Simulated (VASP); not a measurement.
# Ni3Hg (Pm-3m) in VASP: notebook

The runs below take Ni3Hg through single point, with PBEsol.

All numbers are computed with VASP 6.6.1; they aren't measurements. Logs are shortened: lines on timing, memory, paths and dates and some standing lists are left out, and cuts for length are marked.

### Step 1. Starting point

The structure is cubic, space group Pm-3m (No. 221). Conventional cell: a = 3.745 Å, b = 3.745 Å, c = 3.745 Å, α = 90.00°, β = 90.00°, γ = 90.00°. Hg (site symmetry m-3m) has 12 Ni at 2.65 Å as nearest neighbours. Ni (site symmetry 4/mmm) has 4 Hg at 2.65 Å and 8 Ni at 2.65 Å as nearest neighbours.

The cell comes from a database or a generator and needn't be the stable form of this composition.

### Step 2. Single point, PBEsol, collinear spin, ferromagnetic start

Input file INCAR:

```
SYSTEM = Ni3Hg
PREC = Accurate ; ENCUT = 500
EDIFF = 1E-7 ; ISMEAR = 0
SIGMA = 0.02 ; LREAL = .FALSE.
LASPH = .TRUE. ; NELM = 100
ALGO = Normal ; ISIF = 2
LWAVE = .FALSE. ; LCHARG = .FALSE.
ISPIN = 2 ; MAGMOM = 0 1 1 1
LORBIT = 11 ; LMAXMIX = 4
GGA = PS
```

Input file KPOINTS:

```
Automatic mesh
0
G
  7 7 7
  0 0 0
```

Input file POSCAR:

```
Ni3Hg
1.0
    3.7449110000      0.0000000000      0.0000000000
    0.0000000000      3.7449110000      0.0000000000
    0.0000000000      0.0000000000      3.7449110000
Hg Ni
1 3
Cartesian
    0.0000000000      0.0000000000      0.0000000000
    1.8724555000      1.8724555000      0.0000000000
    1.8724555000      0.0000000000      1.8724555000
    0.0000000000      1.8724555000      1.8724555000
```

Potentials or basis: VASP PAW PBE potentials, release 64 (Hg, Ni).

Run with:

```
$ cat potpaw_PBE.64/Hg/POTCAR potpaw_PBE.64/Ni/POTCAR > POTCAR
$ mpirun -np 1 vasp_std > vasp.out
```

OUTCAR:

```text
SYSTEM = Ni3Hg
   PREC = Accurate
   ENCUT = 500
   EDIFF = 1E-7
   ISMEAR = 0
   LREAL = .FALSE.
   LASPH = .TRUE.
   NELM = 100
   ISIF = 2
   ISPIN = 2
   LORBIT = 11
   GGA = PS

 ion  position               nearest neighbor table
   1  0.000  0.000  0.000-   2 2.65   3 2.65   4 2.65   3 2.65   4 2.65   2 2.65   4 2.65   4 2.65
                             2 2.65   3 2.65   3 2.65   2 2.65
   2  0.500  0.500  0.000-   1 2.65   3 2.65   4 2.65   3 2.65   4 2.65   1 2.65   3 2.65   3 2.65
                             1 2.65   4 2.65   4 2.65   1 2.65
   3  0.500  0.000  0.500-   1 2.65   2 2.65   4 2.65   1 2.65   2 2.65   2 2.65   4 2.65   2 2.65
                             1 2.65   4 2.65   1 2.65   4 2.65
   4  0.000  0.500  0.500-   1 2.65   2 2.65   3 2.65   1 2.65   2 2.65   1 2.65   3 2.65   1 2.65
                             2 2.65   3 2.65   2 2.65   3 2.65

  LATTYP: Found a simple cubic cell.
 ALAT       =     3.7449110000

  Lattice vectors:

 A1 = (   3.7449110000,   0.0000000000,   0.0000000000)
 A2 = (   0.0000000000,   3.7449110000,   0.0000000000)
 A3 = (   0.0000000000,   0.0000000000,   3.7449110000)

Analysis of symmetry for initial positions (statically):
=====================================================================
 Subroutine PRICEL returns:
 Original cell was already a primitive cell.

 Routine SETGRP: Setting up the symmetry group for a
 simple cubic supercell.

 Subroutine GETGRP returns: Found 48 space group operations
 (whereof 48 operations were pure point group operations)
 out of a pool of 48 trial point group operations.

The static configuration has the point symmetry O_h .

Analysis of symmetry for dynamics (positions and initial velocities):
=====================================================================
 Subroutine PRICEL returns:
 Original cell was already a primitive cell.

 Routine SETGRP: Setting up the symmetry group for a
 simple cubic supercell.

 Subroutine GETGRP returns: Found 48 space group operations
 (whereof 48 operations were pure point group operations)
 out of a pool of 48 trial point group operations.

The dynamic configuration has the point symmetry O_h .

Analysis of structural, dynamic, and magnetic symmetry:
=====================================================================
 Subroutine PRICEL returns:
 Original cell was already a primitive cell.

 Routine SETGRP: Setting up the symmetry group for a
 simple cubic supercell.

 Subroutine GETGRP returns: Found 48 space group operations
 (whereof 48 operations were pure point group operations)
 out of a pool of 48 trial point group operations.
[... 129 lines left out ...]
   LEPSILON=     F    determine dielectric tensor
   LRPA    =     F    only Hartree local field effects (RPA)
 spin polarized calculation
 Gauss-broadening in eV      SIGMA  =   0.02
  energy-cutoff  :      500.00
  volume of cell :       52.52
 maximum number of plane-waves:      1357
 NGX is ok and might be reduce to    28
   NGX = 13   NGY = 13   NGZ = 13

 number of electron      41.9999926 magnetization       1.0496093

 Free energy of the ion-electron system (eV)
  ---------------------------------------------------
  ext. energy  EPLUGINS =         0.00000000
  ---------------------------------------------------
  free energy    TOTEN  =       -18.25905725 eV

  energy without entropy =      -18.25840729  energy(sigma->0) =      -18.25873227

 E-fermi :   7.1164     XC(G=0): -12.9200

 val. band max:        7.1085533883   @ k =   0.4286   0.4286   0.2857
 cond. band min:       7.1276693578   @ k =   0.4286   0.4286   0.1429
 fundamental gap:      0.0191159695
 Fermi energy:         7.1163966823

 spin component 1

 k-point     1 :       0.0000    0.0000    0.0000
  band No.  band energies     occupation
      1      -2.6527      1.00000
      2      -1.0568      1.00000
      3      -1.0568      1.00000
      4      -0.4591      1.00000
      5      -0.4591      1.00000
      6      -0.4591      1.00000
[... 589 lines left out ...]
     26      11.9205      0.00000
     27      11.9205      0.00000
 Fermi energy:         7.1163966823

 spin component 2

 k-point     1 :       0.0000    0.0000    0.0000
  band No.  band energies     occupation
      1      -2.6601      1.00000
      2      -1.0478      1.00000
      3      -1.0478      1.00000
      4      -0.4440      1.00000
      5      -0.4440      1.00000
      6      -0.4440      1.00000
[... 589 lines left out ...]
     26      12.0985      0.00000
     27      12.0985      0.00000

------------------------ aborting loop because EDIFF is reached ----------------------------------------

  FORCE on cell =-STRESS in cart. coord.  units (eV):
  Direction    XX          YY          ZZ          XY          YZ          ZX
  --------------------------------------------------------------------------------------
  -------------------------------------------------------------------------------------
  Total       -2.1672286     -2.1672286     -2.1672286      0.0000000      0.0000000      0.0000000
  in kB      -66.1135986    -66.1135986    -66.1135986      0.0000000      0.0000000      0.0000000
  external PRESSURE =     -66.1135986 kB  Pullay stress =       0.0000000 kB

 VOLUME and BASIS-vectors are now :
 -----------------------------------------------------------------------------
  energy-cutoff  :      500.00
  volume of cell :       52.52
      direct lattice vectors                 reciprocal lattice vectors
     3.744911000  0.000000000  0.000000000     0.267029043  0.000000000  0.000000000
     0.000000000  3.744911000  0.000000000     0.000000000  0.267029043  0.000000000
     0.000000000  0.000000000  3.744911000     0.000000000  0.000000000  0.267029043

 POSITION                                       TOTAL-FORCE (eV/Angst)
 -----------------------------------------------------------------------------------
      0.00000      0.00000      0.00000         0.000000      0.000000      0.000000
      1.87246      1.87246      0.00000         0.000000      0.000000      0.000000
      1.87246      0.00000      1.87246         0.000000      0.000000      0.000000
      0.00000      1.87246      1.87246         0.000000      0.000000      0.000000
 -----------------------------------------------------------------------------------
    total drift:                                0.000000      0.000000      0.000000

  FREE ENERGIE OF THE ION-ELECTRON SYSTEM (eV)
  ---------------------------------------------------
  free  energy   TOTEN  =       -18.2590572498 eV

  energy  without entropy=      -18.2584072903  energy(sigma->0) =      -18.25873227

 total charge

# of ion       s       p       d       tot
------------------------------------------
    1        0.811   0.650   9.265  10.726
    2        0.418   0.388   8.378   9.184
    3        0.418   0.388   8.378   9.184
    4        0.418   0.388   8.378   9.184
--------------------------------------------------
tot          2.064   1.815  34.399  38.278

 magnetization (x)

# of ion       s       p       d       tot
------------------------------------------
    1        0.001  -0.016   0.005  -0.010
    2       -0.001  -0.007   0.371   0.364
    3       -0.001  -0.007   0.371   0.364
    4       -0.001  -0.007   0.371   0.364
--------------------------------------------------
tot         -0.002  -0.036   1.119   1.081
```

OSZICAR:

```text
N       E                     dE             d eps       ncg     rms          rms(c)
DAV:   1     0.308682225232E+03    0.30868E+03   -0.19590E+04  2168   0.200E+03
DAV:   2    -0.174153680202E+01   -0.31042E+03   -0.29677E+03  2171   0.390E+02
DAV:   3    -0.205697500809E+02   -0.18828E+02   -0.18367E+02  2272   0.125E+02
DAV:   4    -0.208162094487E+02   -0.24646E+00   -0.24582E+00  2363   0.143E+01
DAV:   5    -0.208222662179E+02   -0.60568E-02   -0.60564E-02  2967   0.188E+00    0.198E+01
DAV:   6    -0.204269931788E+02    0.39527E+00   -0.27212E+01  2310   0.764E+01    0.145E+01
DAV:   7    -0.183219142115E+02    0.21051E+01   -0.10811E+01  2365   0.571E+01    0.876E+00
DAV:   8    -0.182997440410E+02    0.22170E-01   -0.61119E-01  2312   0.620E+00    0.435E+00
DAV:   9    -0.182603102540E+02    0.39434E-01   -0.13474E-01  2755   0.561E+00    0.110E+00
DAV:  10    -0.182594888523E+02    0.82140E-03   -0.71181E-03  2238   0.941E-01    0.226E-01
DAV:  11    -0.182591025637E+02    0.38629E-03   -0.70599E-04  2976   0.360E-01    0.117E-01
DAV:  12    -0.182590539401E+02    0.48624E-04   -0.21744E-04  2340   0.117E-01    0.472E-02
DAV:  13    -0.182590573535E+02   -0.34134E-05   -0.28479E-05  2452   0.546E-02    0.281E-02
DAV:  14    -0.182590570035E+02    0.34997E-06   -0.15967E-06  2725   0.137E-02    0.100E-02
DAV:  15    -0.182590568887E+02    0.11479E-06   -0.19341E-07  1900   0.534E-03    0.385E-03
DAV:  16    -0.182590572455E+02   -0.35680E-06   -0.13439E-07  1543   0.343E-03    0.926E-04
DAV:  17    -0.182590572498E+02   -0.43328E-08   -0.17697E-08  1161   0.143E-03
   1 F= -.18259057E+02 E0= -.18258732E+02  d E =-.649960E-03  mag=     1.0496
```

stdout:

```text
POSCAR found type information on POSCAR HgNi
 POSCAR found :  2 types and       4 ions
 scaLAPACK will be used
 -----------------------------------------------------------------------------
|                                                                             |
|                                                                             |
|     You enforced a specific xc type in the INCAR file but a different       |
|     I HOPE YOU KNOW WHAT YOU ARE DOING!                                     |
|                                                                             |
 -----------------------------------------------------------------------------

 LDA part: xc-table for (Slater+PW92), standard interpolation
 POSCAR, INCAR and KPOINTS ok, starting setup
 FFT: planning ... GRIDC
 FFT: planning ... GRID_SOFT
 FFT: planning ... GRID
 WAVECAR not read
 entering main loop
```

Wall time 41 s (1 thread of Intel Xeon 6975P-C (Granite Rapids), shared host); peak memory 0.18 GiB.

Results:

```yaml
Free_energy: -18.2591 eV
Pressure: -6.6 GPa
Band_gap_on_the_k_mesh: none (metal or under the smearing width)
Net_moment: 1.05 μB per cell
Site_moments: Hg -0.01; Ni +0.36 μB
Valence_electrons_inside_the_program's_atomic_spheres: Hg 10.73; Ni 9.18
```

Levels at points of the mesh, in eV from the Fermi level:
Spin up:
```tsv
k point	band 17	band 18	band 19	band 20	band 21	band 22	band 23	band 24	band 25	band 26
(0.00, 0.00, 0.00)	-0.54	-0.35	-0.24	-0.24	-0.24	1.38	1.38	1.38	6.15	7.97
```
Spin down:
```tsv
k point	band 16	band 17	band 18	band 19	band 20	band 21	band 22	band 23	band 24	band 25
(0.00, 0.00, 0.00)	-0.24	-0.24	0.03	0.27	0.27	0.27	1.37	1.37	1.37	6.26
```

Caveat: the PAW data sets were made with another functional, which shifts forces and pressure a little. The run has no spin-orbit coupling, so splittings on Hg are missing.

### Step 3. Single point, PBEsol, collinear spin, ferromagnetic start

Input file run.py:

```python
from ase.calculators.vasp import Vasp
from ase.dft.bandgap import bandgap
from ase.spacegroup import crystal

atoms = crystal(
    ['Hg', 'Ni'],
    basis=[[0.0, 0.0, 0.0], [0.5, 0.5, 0.0]],
    spacegroup=221,
    setting=1,
    cellpar=[3.744911, 3.744911, 3.744911, 90.0, 90.0, 90.0],
    primitive_cell=True,
)
atoms.set_initial_magnetic_moments([0.0, 1.0, 1.0, 1.0])
calc = Vasp(
    directory='calc',
    xc='pbesol',
    pp='PBE',
    setups='minimal',
    prec='Accurate',
    encut=500,
    ediff=1e-06,
    ismear=0,
    sigma=0.02,
    lreal=False,
    lasph=True,
    nelm=120,
    algo='Normal',
    isif=2,
    lwave=False,
    lcharg=False,
    ispin=2,
    lorbit=11,
    lmaxmix=4,
    kpts=[7, 7, 7],
    gamma=True,
    nbands=33,
)
atoms.calc = calc

print('energy (eV):', atoms.get_potential_energy())
print('free energy (eV):', atoms.get_potential_energy(force_consistent=True))
print('forces (eV/A):')
print(atoms.get_forces())
print('stress (eV/A^3, Voigt):', atoms.get_stress())
print('Fermi level (eV):', calc.get_fermi_level())
print('moment (muB):', atoms.get_magnetic_moment())
print('site moments (muB):', atoms.get_magnetic_moments())
gap, top, bottom = bandgap(calc)
print('band gap (eV):', gap, 'from (spin, k, band)', top, 'to', bottom)
```

Potentials or basis: VASP PAW PBE potentials, release 64 (Hg, Ni).

Run with:

```
$ python run.py
```

Run time: 35 s. Hardware: 1 thread of Intel Xeon 6975P-C (Granite Rapids), shared host; peak memory 0.19 GiB.

Results (log left out):

* Free energy: -18.2591 eV
* Pressure: -6.6 GPa
* Band gap on the k mesh: none (metal or under the smearing width)
* Net moment: 1.05 μB per cell
* Site moments: Hg -0.01; Ni +0.36 μB
* Valence electrons inside the program's atomic spheres: Hg 10.73; Ni 9.18

Levels at points of the mesh, in eV from the Fermi level:
Spin up:
```tsv
k point	band 19	band 20	band 21	band 22	band 23	band 24
(0.00, 0.00, 0.00)	-0.24	-0.24	-0.24	1.38	1.38	1.38
```
Spin down:
```
           k point  band 16  band 17  band 18  band 19  band 20  band 21  band 22  band 23  band 24  band 25
(0.00, 0.00, 0.00)    -0.24    -0.24     0.03     0.27     0.27     0.27     1.37     1.37     1.37     6.26
```

Caveat: the PAW data sets were made with another functional, which shifts forces and pressure a little.
